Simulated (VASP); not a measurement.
VASP input:

**POSCAR**
```
SnSe
1
    0.0000000000     2.9906740000     2.9906740000
    2.9906740000     0.0000000000     2.9906740000
    2.9906740000     2.9906740000     0.0000000000
Sn Se
1 1
Direct
  0.0000000000   0.0000000000   0.0000000000
  0.2500000000   0.2500000000   0.2500000000
```

**INCAR**
```
! general
SYSTEM   =  SnSe
PREC     =  Accurate
ENCUT    =  400
LREAL    =  F
LASPH    =  T

! electronic loop
EDIFF    =  1E-6
NELM     =  100
ALGO     =  Normal
LMAXMIX  =  4

! smearing
ISMEAR   =  0
SIGMA    =  0.05

! functional
GGA      =  PS

! ions
IBRION   =  2
NSW      =  60
ISIF     =  3
EDIFFG   =  -0.01

! output
LWAVE    =  F
LCHARG   =  F
```

### KPOINTS
```
Automatic mesh
0
Gamma
7 7 7
0 0 0
```

POTCAR, in this order: Sn_d Se (PBE.64 set). Program: vasp_std.

**Question.** Write an equivalent input for Ansatz.

**Answer.** One equivalent input (not run):
Ansatz 0.2 input:
```yaml
crystal:
  lattice:
    - [0.0000000, 2.9906740, 2.9906740]
    - [2.9906740, 0.0000000, 2.9906740]
    - [2.9906740, 2.9906740, 0.0000000]
  atoms:
    - { symbol: Sn, position: [0.0000000, 0.0000000, 0.0000000] }
    - { symbol: Se, position: [0.2500000, 0.2500000, 0.2500000] }
kpoints:
  mp_grid: { grid: [7, 7, 7] }
hamiltonian:
  xc: pbesol
  pseudopotentials: { kind: paw }
scf:
  occupations: { method: gaussian, width: 0.05 }
  max_iter: 100
relax:
  max_steps: 60
  f_tol: 0.01
  cell: {}
output: { forces: true, stress: true, eigenvalues: true }
```
What does not carry over: each code has its own PAW files, so the cut-off isn't converted (ENCUT is set for VASP's; basis.ecutwfc is left out, and Ansatz then takes the one that its files recommend); Ansatz stops its SCF on the density residual and VASP on the energy change (EDIFF).

The structure was generated: SnSe was put into the zinc blende type (F-43m), which need not be its known phase. This run relaxes it. Symmetry was kept, so distortions that lower it aren't found.
